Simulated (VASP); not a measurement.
Given:

```
CELL_PARAMETERS angstrom
      0.00000     2.54927     2.54927
      2.54927     0.00000     2.54927
      2.54927     2.54927     0.00000
ATOMIC_POSITIONS crystal
  Sr 0.00000 0.00000 0.00000
  O  0.50000 0.50000 0.50000
```

These are PBE0 hybrid, VASP's PBE PAW potentials (set 64) (plane waves; VASP) values and carry that method's errors. Numerical set-up: 520 eV cut-off, 6×6×6 Γ-centred mesh, Gaussian smearing of 0.050 eV, potentials Sr_sv O.

### Question
Give the stress tensor in GPa (positive for a compressed cell).

### Answer

```
3.77  0.00  0.00
0.00  3.77  0.00
0.00  0.00  3.77
```
The pressure is its mean diagonal, 3.77 GPa.

The compound is SrO in the rock salt structure. This cell is one point of a volume scan, at 0.94 of the reference volume. The cell's shape comes from a PBE relaxation.
